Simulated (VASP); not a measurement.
```
HgTe
1.0
    0.00000     3.27518     3.27518
    3.27518     0.00000     3.27518
    3.27518     3.27518     0.00000
Hg Te
1 1
Direct
  0.00000   0.00000   0.00000
  0.25000   0.25000   0.25000
```

Method: PBE GGA with D3 dispersion (Becke-Johnson damping), VASP's PBE PAW potentials (set 64) (plane waves; VASP). Numerical set-up: 520 eV cut-off, Gaussian smearing of 0.050 eV, potentials Hg Te.

### Question
Give the energies of bands 2 to 12 at the high-symmetry points, in eV from the Fermi level.

### Answer

```json
[
 {"band": "2", "Γ": "-7.13", "X": "-6.95", "U": "-6.95", "L": "-7.02", "W": "-6.92"},
 {"band": "3", "Γ": "-7.13", "X": "-6.82", "U": "-6.87", "L": "-7.02", "W": "-6.88"},
 {"band": "4", "Γ": "-7.13", "X": "-6.82", "U": "-6.74", "L": "-6.63", "W": "-6.69"},
 {"band": "5", "Γ": "-6.65", "X": "-6.59", "U": "-6.62", "L": "-6.63", "W": "-6.67"},
 {"band": "6", "Γ": "-6.65", "X": "-6.23", "U": "-6.16", "L": "-6.37", "W": "-6.09"},
 {"band": "7", "Γ": "-0.82", "X": "-5.22", "U": "-5.24", "L": "-5.23", "W": "-5.29"},
 {"band": "8", "Γ": "0.00", "X": "-2.11", "U": "-2.71", "L": "-0.91", "W": "-2.46"},
 {"band": "9", "Γ": "0.00", "X": "-2.11", "U": "-1.75", "L": "-0.91", "W": "-2.38"},
 {"band": "10", "Γ": "0.00", "X": "1.91", "U": "2.25", "L": "0.70", "W": "3.02"},
 {"band": "11", "Γ": "4.30", "X": "2.59", "U": "4.03", "L": "5.07", "W": "4.66"},
 {"band": "12", "Γ": "4.30", "X": "8.08", "U": "7.01", "L": "5.07", "W": "5.28"}
]
```

It has no gap at this level: it comes out as a metal or semimetal.

The compound is HgTe in the zinc blende structure. It was relaxed first.
